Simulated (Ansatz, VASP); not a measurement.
# Al7Ga25As32 (Al0.22Ga0.78As, zincblende alloy): VASP beside Ansatz

Aim: how closely do two programs agree when they are given the same cell, functional and k mesh? The cell is invented: As first built, before any earlier steps moved the atoms (in the runner's words): 2x2x2 conventional cells of the GaAs type (64 atoms: 7 Al, 25 Ga, 32 As); Ga/Al share their sites, the best of 600 random draws by like-pair counts in two shells; start lattice by linear mixing of the end members' cells; atoms moved at random by 0.02 A. It may not be a known or stable phase. Of the first pair: The structure shown is the start of the Ansatz relaxation below; VASP solves that cell, so the two are compared at the walk's first step.

Program: Ansatz 0.2.0. Level of theory: plane waves, with VASP 6.6.1 beside it; single point at PBE. Results are calculated unless marked as measured.

**1. Starting point**

The cell holds 64 atoms: 7 Al, 25 Ga and 32 As. Cell: a = 11.311 Å, b = 11.311 Å, c = 11.311 Å, α = 90.0°, β = 90.0°, γ = 90.0°. It derives from GaAs (GaAs type, space group 216), repeated 2×2×2. As first built, before any earlier steps moved the atoms (in the runner's words): 2x2x2 conventional cells of the GaAs type (64 atoms: 7 Al, 25 Ga, 32 As); Ga/Al share their sites, the best of 600 random draws by like-pair counts in two shells; start lattice by linear mixing of the end members' cells; atoms moved at random by 0.02 A.

**2. Ansatz: relaxation, PBE**

Ansatz runs on its default PAW (the set named soft_2) files.

The two programs are compared at the cell with which this relaxation starts, whose forces are those of its first step.

input.yaml

```yaml
crystal:
  lattice:
    - [11.31052, 0.0, 0.0]
    - [0.0, 11.31052, 0.0]
    - [0.0, 0.0, 11.31052]
  atoms:
    - { symbol: Al, position: [0.00037, 0.24706, 0.75129] }
    - { symbol: Al, position: [0.24965, 0.24979, 0.49761] }
    - { symbol: Al, position: [0.24989, 0.49972, 0.24989] }
    - { symbol: Al, position: [0.25167, 0.75249, 0.50023] }
    - { symbol: Al, position: [0.4996, 0.25196, 0.24861] }
    - { symbol: Al, position: [0.74984, 0.25038, 0.50042] }
    - { symbol: Al, position: [0.49875, 0.49953, 0.99973] }
    - { symbol: Ga, position: [0.9995, 0.99753, 0.99999] }
    - { symbol: Ga, position: [0.99637, 0.24928, 0.25269] }
    - { symbol: Ga, position: [0.25094, 0.00021, 0.24783] }
    - { symbol: Ga, position: [0.25465, 0.25114, 0.9979] }
    - { symbol: Ga, position: [0.99668, 0.0013, 0.49752] }
    - { symbol: Ga, position: [0.24957, 1.0, 0.75137] }
    - { symbol: Ga, position: [0.00053, 0.50191, 0.99846] }
    - { symbol: Ga, position: [0.00138, 0.7515, 0.25019] }
    - { symbol: Ga, position: [0.24988, 0.7546, 9.0e-05] }
    - { symbol: Ga, position: [0.00198, 0.50058, 0.49817] }
    - { symbol: Ga, position: [0.99713, 0.7491, 0.74976] }
    - { symbol: Ga, position: [0.25287, 0.49857, 0.75032] }
    - { symbol: Ga, position: [0.49715, 0.00202, 0.00396] }
    - { symbol: Ga, position: [0.74776, 0.99536, 0.25034] }
    - { symbol: Ga, position: [0.74962, 0.25035, 0.99986] }
    - { symbol: Ga, position: [0.49958, 0.00094, 0.49974] }
    - { symbol: Ga, position: [0.50267, 0.24758, 0.75243] }
    - { symbol: Ga, position: [0.75043, 0.99934, 0.74644] }
    - { symbol: Ga, position: [0.50218, 0.74813, 0.24964] }
    - { symbol: Ga, position: [0.75014, 0.50003, 0.24989] }
    - { symbol: Ga, position: [0.75049, 0.74967, 0.99997] }
    - { symbol: Ga, position: [0.49966, 0.49829, 0.49793] }
    - { symbol: Ga, position: [0.49856, 0.74728, 0.74959] }
    - { symbol: Ga, position: [0.75041, 0.50099, 0.75291] }
    - { symbol: Ga, position: [0.74908, 0.75113, 0.49894] }
    - { symbol: As, position: [0.12379, 0.123, 0.3752] }
    - { symbol: As, position: [0.12587, 0.37378, 0.12344] }
    - { symbol: As, position: [0.37568, 0.12326, 0.12666] }
    - { symbol: As, position: [0.37392, 0.37726, 0.37742] }
    - { symbol: As, position: [0.12353, 0.12837, 0.87505] }
    - { symbol: As, position: [0.12505, 0.37645, 0.62523] }
    - { symbol: As, position: [0.37742, 0.12608, 0.62637] }
    - { symbol: As, position: [0.37505, 0.37353, 0.8754] }
    - { symbol: As, position: [0.12326, 0.62387, 0.37656] }
    - { symbol: As, position: [0.12783, 0.87666, 0.12643] }
    - { symbol: As, position: [0.3747, 0.62694, 0.12807] }
    - { symbol: As, position: [0.37625, 0.87448, 0.37566] }
    - { symbol: As, position: [0.1283, 0.62478, 0.87137] }
    - { symbol: As, position: [0.12432, 0.87482, 0.62605] }
    - { symbol: As, position: [0.37738, 0.62606, 0.62514] }
    - { symbol: As, position: [0.37247, 0.87912, 0.86855] }
    - { symbol: As, position: [0.62302, 0.12624, 0.37464] }
    - { symbol: As, position: [0.62396, 0.37457, 0.12676] }
    - { symbol: As, position: [0.8749, 0.12741, 0.12581] }
    - { symbol: As, position: [0.87392, 0.37646, 0.37526] }
    - { symbol: As, position: [0.62522, 0.12341, 0.8744] }
    - { symbol: As, position: [0.62213, 0.37188, 0.62695] }
    - { symbol: As, position: [0.8749, 0.1234, 0.62378] }
    - { symbol: As, position: [0.87709, 0.37444, 0.87599] }
    - { symbol: As, position: [0.62644, 0.62833, 0.37309] }
    - { symbol: As, position: [0.62554, 0.87622, 0.12693] }
    - { symbol: As, position: [0.87543, 0.62417, 0.12607] }
    - { symbol: As, position: [0.874, 0.87435, 0.37395] }
    - { symbol: As, position: [0.62646, 0.62456, 0.87521] }
    - { symbol: As, position: [0.62441, 0.87883, 0.62779] }
    - { symbol: As, position: [0.87377, 0.62442, 0.6233] }
    - { symbol: As, position: [0.87637, 0.87507, 0.87376] }
kpoints:
  mp_grid: { grid: [2, 2, 2], shift: [0.5, 0.5, 0.5] }
hamiltonian:
  xc: pbe
scf:
  occupations: { method: fixed }
output:
  forces: true
  stress: true
relax:
  f_tol: 0.02
  max_steps: 45
  cell: { stress_tol: 0.1 }
```

The run is started by

```
$ ansatz run input.yaml --threads 8 --pin off --max-ram 15360MiB --backend cpu --events-out ev --progress --plain --runs-dir out
```

Numbers of over 12 decimals in the logs are rounded to 6 here.

The program printed:

```text
The last accepted step is kept in <dir> (removed where the run ends without a failure and the disk answers)
Engine: ansatz 0.2.0, aarch64-unknown-linux-gnu
Pseudopotentials: kind: paw
Pseudopotential: Al, paw, valence charge 3, recommended cutoff 420 eV (normal), Al.paw.azcp
Pseudopotential: Ga, paw, valence charge 13, recommended cutoff 420 eV (normal), Ga.paw.azcp
Pseudopotential: As, paw, valence charge 15, recommended cutoff 420 eV (normal), As.paw.azcp
Functional definition: PBE
  parameter kappa = 0.804
  parameter beta = 0.066725
  exchange = pbe_x(kappa = kappa, mu = beta*pi^2/3)
  correlation = pbe_c(beta = beta)
Crystal: 64 atoms, lattice volume = 1446.931 Å³
Basis set: ecut = 420 eV, 28353 PW (Γ), exchange–correlation on 160×160×160 points (8 copies of the dense FFT grid, shifted against one another)
Bands: 496, of which v1, the nominal top of the filled ones, is band 413 counted from 1 (412 counted from 0)
Symmetry: 1 space group operations
Space group: P1 (ITA 1), of the structure as read, at distance tolerance 1.1e-4 Å
k-points: 4 of 8 (time reversal used)
Non-local potential: Al, projectors of the file, l = 0: 2, l = 1: 2, l = 2: 1
Non-local potential: Ga, projectors of the file, l = 0: 2, l = 1: 2, l = 2: 3, l = 3: 1
Non-local potential: As, projectors of the file, l = 0: 2, l = 1: 2, l = 2: 3, l = 3: 1
PAW form: soft (Blöchl's): semilocal exchange-correlation on the pseudo side does not see the compensation charge
PAW one-centre angular grid: Al, 110 points (default); XC on 64 Gauss nodes
PAW one-centre angular grid: Ga, 590 points (default); XC on 64 Gauss nodes
PAW one-centre angular grid: As, 590 points (default); XC on 64 Gauss nodes
Initial density: superposition of atomic densities (neutral atoms: chi_scale 0, normalization atom), corrected by the library's trained network
Initial wavefunctions: pseudopotential atomic-orbital guess
Functional: x = pbe(κ = 0.804, μ = 0.219515), c = pbe(β = 0.066725)
SCF iter   1: F=—  HF=-253757.582877 eV  |F-HF|=—  |Δ(HF+E_count)|=         —  Δρ=1.64e-3  dr2=7.28e-2  ethr=1.77e-3  ⟨swp⟩=5.0  Hψ=5824  notcnv=0  defer=313
preconditioner: auto → Resta (q_TF=auto, 2.485 Å⁻¹)  ε∞=3.6  [insulator: Δε(μ)=1.487 eV  Ē_g=13.701 eV  n_scr=388 (ndim 8)  ℏωp=22.0 eV  f_vac=0.065  ε∞_Penn≈3.6]
SCF iter   2: F=—  HF=-253757.537867 eV  |F-HF|=—  |Δ(HF+E_count)|=   4.50e-2  Δρ=9.02e-4  dr2=1.91e-2  ethr=8.81e-6  ⟨swp⟩=2.0  Hψ=3224  notcnv=0  defer=324
SCF iter   3: F=—  HF=-253757.537497 eV  |F-HF|=—  |Δ(HF+E_count)|=   3.70e-4  Δρ=5.17e-4  dr2=3.60e-3  ethr=2.31e-6  ⟨swp⟩=2.0  Hψ=2692  notcnv=0  defer=324
SCF iter   4: F=—  HF=-253757.535725 eV  |F-HF|=—  |Δ(HF+E_count)|=   1.77e-3  Δρ=1.79e-4  dr2=6.07e-4  ethr=4.36e-7  ⟨swp⟩=2.0  Hψ=2692  notcnv=0  defer=324
SCF iter   5: F=—  HF=-253757.536211 eV  |F-HF|=—  |Δ(HF+E_count)|=   4.86e-4  Δρ=6.90e-5  dr2=5.48e-5  ethr=7.35e-8  ⟨swp⟩=2.0  Hψ=3324  notcnv=0  defer=312
SCF iter   6: F=—  HF=-253757.535940 eV  |F-HF|=—  |Δ(HF+E_count)|=   2.71e-4  Δρ=1.80e-5  dr2=6.99e-6  ethr=6.63e-9  ⟨swp⟩=2.0  Hψ=3324  notcnv=0  defer=312
SCF iter   7: F=—  HF=-253757.535935 eV  |F-HF|=—  |Δ(HF+E_count)|=   5.41e-6  Δρ=7.22e-6  dr2=5.76e-7  ethr=8.46e-10  ⟨swp⟩=2.0  Hψ=3324  notcnv=0  defer=312
SCF iter   8: F=—  HF=-253757.535937 eV  |F-HF|=—  |Δ(HF+E_count)|=   2.06e-6  Δρ=2.63e-6  dr2=8.80e-8  ethr=1.21e-11  ⟨swp⟩=4.0  Hψ=6956  notcnv=0
SCF iter   9: F=-253757.535937 eV  HF=-253757.535937 eV  |F-HF|=7.97e-9  |Δ(HF+E_count)|=   4.13e-8  Δρ=8.26e-7  dr2=7.15e-9  ethr=1.07e-11  ⟨swp⟩=4.0  Hψ=6393  notcnv=0
SCF 1 converged in 9 iterations: F = -253757.535937 eV  dr2 = 7.15e-9
  greatest PAW one-centre occupation: 0.999 electrons in one spin orbital (limit 2), on the As atom at site 47 (counted from 0), in its partial waves of l = 2
relax step   1: F+E_penalty+E_count = -253757.53593706 eV  Δ(F+E_penalty+E_count) = +0.000e0 eV  max|allowed force component| = 9.251e-1 eV/Å  Δτ_max = 0.0000 Å  P = +3.230 GPa  Ω = 1446.931 Å³  (9 SCF iters, dr2 threshold 1.00e-7 eV, accepted)
Crystal: 64 atoms, lattice volume = 1507.270 Å³
Basis set: ecut = 420 eV, 29423 PW (Γ), exchange–correlation on 160×160×160 points (8 copies of the dense FFT grid, shifted against one another)
Initial density: handed on by an earlier stage of this run
Initial wavefunctions: those handed on with the density
iter 1 solved again at ethr=1.69e-5 eV; its pass at ethr=3.10e-3 eV (dr2=1.40e-1 eV) is discarded
SCF iter   1: F=—  HF=-253758.567152 eV  |F-HF|=—  |Δ(HF+E_count)|=         —  Δρ=3.85e-3  dr2=1.40e-1  ethr=1.69e-5  ⟨swp⟩=1.5  Hψ=7186  notcnv=0  defer=312
preconditioner: auto → Resta (q_TF=auto, 2.468 Å⁻¹)  ε∞=3.5  [insulator: Δε(μ)=1.389 eV  Ē_g=13.518 eV  n_scr=388 (ndim 8)  ℏωp=21.5 eV  f_vac=0.078  ε∞_Penn≈3.5]
[...]
atom  12  Ga     0.00259406    -0.00301677    -0.00148636
  atom  13  Ga    -0.00067206     0.00568110     0.00568851
  atom  14  Ga    -0.00495277     0.00005658     0.00582376
  atom  15  Ga     0.00325330     0.00062215     0.00208518
  atom  16  Ga     0.00791652    -0.00146014     0.00215662
  atom  17  Ga    -0.00026800     0.00280118     0.00302435
  atom  18  Ga    -0.00305481    -0.00078044    -0.00210681
  atom  19  Ga    -0.00082628     0.00534056    -0.00915048
  atom  20  Ga    -0.00190598    -0.00297487    -0.00113798
  atom  21  Ga     0.00491237     0.00245496     0.00178101
  atom  22  Ga     0.00096495     0.00268314    -0.00194478
  atom  23  Ga    -0.00070588     0.00259668    -0.00087000
  atom  24  Ga     0.00409946     0.00497368     0.00342100
  atom  25  Ga    -0.00096615     0.00550827     0.00449885
  atom  26  Ga     0.00065595     0.00157802    -0.00391576
  atom  27  Ga    -0.00110806     0.00653901    -0.00197541
  atom  28  Ga    -0.00348334    -0.00184141     0.00260674
  atom  29  Ga    -0.00276694     0.00198537     0.00048264
  atom  30  Ga    -0.00088601     0.00006913     0.00895534
  atom  31  Ga     0.00175497     0.00217082     0.00539660
  atom  32  Ga     0.00415937     0.00294060     0.00251193
  atom  33  As    -0.00335269    -0.00074877     0.00405637
  atom  34  As     0.00160865    -0.00065986    -0.00273596
  atom  35  As     0.00369457    -0.00085127    -0.00627639
[...]
atom  57  As    -0.00210445    -0.00242109     0.00011870
  atom  58  As     0.00095180     0.00212448    -0.00012289
  atom  59  As    -0.00026791    -0.00231158    -0.00167202
  atom  60  As    -0.00473852    -0.00524088    -0.00075425
  atom  61  As     0.00082203    -0.00102240    -0.00654563
  atom  62  As     0.00416663    -0.00452350    -0.00396042
  atom  63  As     0.00247636    -0.00075499    -0.00130783
  atom  64  As     0.00265277    -0.00276116    -0.00205383
  max |Σ_I F_I| component: 1.58e-7 eV/Å
--- Stress (GPa, compression-positive) ---
       -0.003312      -0.008365      -0.019261
       -0.008365      -0.006275       0.001750
       -0.019261       0.001750       0.000635
  P = ⅓ Tr σ = -0.0030 GPa (-0.030 kbar)
--- Relaxed structure (3 steps of the walk, 3 accepted, 1 SCFs on fresh bases) ---
  F+E_penalty+E_count = -253758.60633477 eV   max|allowed force component| = 9.150e-3 eV/Å   (the final SCF, on the basis selected at the relaxed cell)
  cell:  # Å, volume = 1514.4136 Å³
    - [11.483770, 0.00113892, 0.00266472]
    - [0.00113892, 11.483478, -0.000197988]
    - [0.00266472, -0.000197988, 11.483826]
  atoms:
    - { symbol: Al, position: [4.597185986210601e-5, 0.250145, 0.749815] }
    - { symbol: Al, position: [0.250210, 0.250639, 0.499935] }
    - { symbol: Al, position: [0.250115, 0.500224, 0.250229] }
    - { symbol: Al, position: [0.249807, 0.750143, 0.499997] }
    - { symbol: Al, position: [0.500193, 0.250233, 0.250209] }
    - { symbol: Al, position: [0.750060, 0.249691, 0.499927] }
    - { symbol: Al, position: [0.500065, 0.500193, 1.000243] }
    - { symbol: Ga, position: [1.000146, 1.000303, 0.999935] }
    - { symbol: Ga, position: [1.000065, 0.250103, 0.249999] }
    - { symbol: Ga, position: [0.250131, 0.000172232, 0.249910] }
    - { symbol: Ga, position: [0.250011, 0.250071, 0.999861] }
    - { symbol: Ga, position: [1.000078, 0.000415703, 0.500041] }
    - { symbol: Ga, position: [0.250003, 1.000075, 0.750080] }
    - { symbol: Ga, position: [9.342616308543808e-5, 0.499899, 0.999949] }
    - { symbol: Ga, position: [1.8577657913728022e-5, 0.750045, 0.250107] }
    - { symbol: Ga, position: [0.249963, 0.750198, 7.615239656280312e-5] }
    - { symbol: Ga, position: [0.000110945, 0.500145, 0.499914] }
    - { symbol: Ga, position: [1.000039, 0.750196, 0.749971] }
    - { symbol: Ga, position: [0.250170, 0.499882, 0.750077] }
    - { symbol: Ga, position: [0.499872, 0.000336358, 9.65998042228901e-5] }
    - { symbol: Ga, position: [0.749810, 1.000077, 0.249992] }
    - { symbol: Ga, position: [0.750015, 0.250386, 1.000048] }
    - { symbol: Ga, position: [0.499932, 0.000299835, 0.499919] }
    - { symbol: Ga, position: [0.499853, 0.250056, 0.749887] }
    - { symbol: Ga, position: [0.750050, 1.000085, 0.749799] }
    - { symbol: Ga, position: [0.499854, 0.750087, 0.250029] }
    - { symbol: Ga, position: [0.750174, 0.499857, 0.249932] }
    - { symbol: Ga, position: [0.750045, 0.750077, 0.999850] }
    - { symbol: Ga, position: [0.500046, 0.499962, 0.500103] }
    - { symbol: Ga, position: [0.500015, 0.749925, 0.749859] }
    - { symbol: Ga, position: [0.749814, 0.500138, 0.750015] }
    - { symbol: Ga, position: [0.749958, 0.750172, 0.499908] }
    - { symbol: As, position: [0.125567, 0.125629, 0.375325] }
    - { symbol: As, position: [0.125451, 0.375440, 0.125422] }
    - { symbol: As, position: [0.375299, 0.125724, 0.125450] }
    - { symbol: As, position: [0.374706, 0.374814, 0.374537] }
    - { symbol: As, position: [0.124845, 0.125696, 0.874685] }
    - { symbol: As, position: [0.125070, 0.374502, 0.625014] }
    - { symbol: As, position: [0.374490, 0.125580, 0.624696] }
    - { symbol: As, position: [0.375508, 0.375474, 0.875412] }
    - { symbol: As, position: [0.125690, 0.625087, 0.375055] }
    - { symbol: As, position: [0.125027, 0.875283, 0.125065] }
    - { symbol: As, position: [0.374883, 0.624506, 0.125011] }
    - { symbol: As, position: [0.374708, 0.874832, 0.375381] }
    - { symbol: As, position: [0.125090, 0.625148, 0.874985] }
    - { symbol: As, position: [0.125284, 0.874932, 0.624680] }
    - { symbol: As, position: [0.374643, 0.625374, 0.624575] }
    - { symbol: As, position: [0.375025, 0.875143, 0.875051] }
    - { symbol: As, position: [0.624971, 0.125858, 0.374968] }
    - { symbol: As, position: [0.624281, 0.375078, 0.125033] }
    - { symbol: As, position: [0.874947, 0.125272, 0.125031] }
    - { symbol: As, position: [0.874714, 0.374806, 0.375429] }
    - { symbol: As, position: [0.625063, 0.125235, 0.874976] }
    - { symbol: As, position: [0.625373, 0.374708, 0.624599] }
    - { symbol: As, position: [0.875052, 0.125929, 0.625017] }
    - { symbol: As, position: [0.875342, 0.374820, 0.874618] }
    - { symbol: As, position: [0.625070, 0.625071, 0.374980] }
    - { symbol: As, position: [0.624921, 0.875022, 0.124997] }
    - { symbol: As, position: [0.875074, 0.625115, 0.125006] }
    - { symbol: As, position: [0.875115, 0.875327, 0.375031] }
    - { symbol: As, position: [0.624617, 0.624803, 0.875339] }
    - { symbol: As, position: [0.624819, 0.875217, 0.624933] }
    - { symbol: As, position: [0.874940, 0.625116, 0.624963] }
    - { symbol: As, position: [0.875009, 0.875208, 0.875029] }
```

Reading the cycles: dr2 is the Hartree energy of the density residual (eV), the measure of convergence; HF is the Harris–Foulkes estimate of the energy, which meets the free energy F at convergence.

(Continued in part 2 of 3.)

[Lines on the potential files, build, host, timing and source positions are cut from VASP's logs without a mark.]

[Logs are printed without paths, hosts, clocks, repeated set-up lines and the standing remarks that a program may print on its own settings, such as how far it seeks lower states.]

[Hosts, paths, dates, database ids (printed as entryN), source tags and the programs' standing remarks are cut or masked in the printed files.]
